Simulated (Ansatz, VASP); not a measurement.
One calculation of Y2Be, two programs

```
CELL_PARAMETERS angstrom
0.00000 4.31728 4.31728
4.31728 0.00000 4.31728
4.31728 4.31728 0.00000
ATOMIC_POSITIONS crystal
Y 0.62500 0.62500 0.62500
Y 0.12500 0.62500 0.62500
Y 0.62500 0.62500 0.12500
Y 0.62500 0.12500 0.62500
Be 0.00000 0.00000 0.00000
Be 0.25000 0.25000 0.25000
```

Alike in both runs: functional PBE; k mesh 4 × 4 × 4; occupations gaussian, width 0.1 eV; no spin polarisation.

Ansatz relaxed the structure, and its values are those at the end. VASP's run is a single point on that final structure, the one shown.

|  | VASP | Ansatz |
| --- | --- | --- |
| version | VASP 6.6.1 | Ansatz 0.2.0 |
| potentials or method | VASP PAW PBE potentials, release 64 (Y_sv, Be) | scalar-relativistic, plane waves, PAW |
| plane-wave cutoff (eV) | 520 | 420 |
| valence electrons in the cell | 48 | 48 |

|  | VASP | Ansatz | Ansatz less VASP |
| --- | --- | --- | --- |
| gap on the k mesh at the Fermi level (eV) | none | none | - |
| pressure (GPa) | 0.2 | 0.2 | +0.05 |

A gap of «none» marks a metal or a gap that the smearing closes.
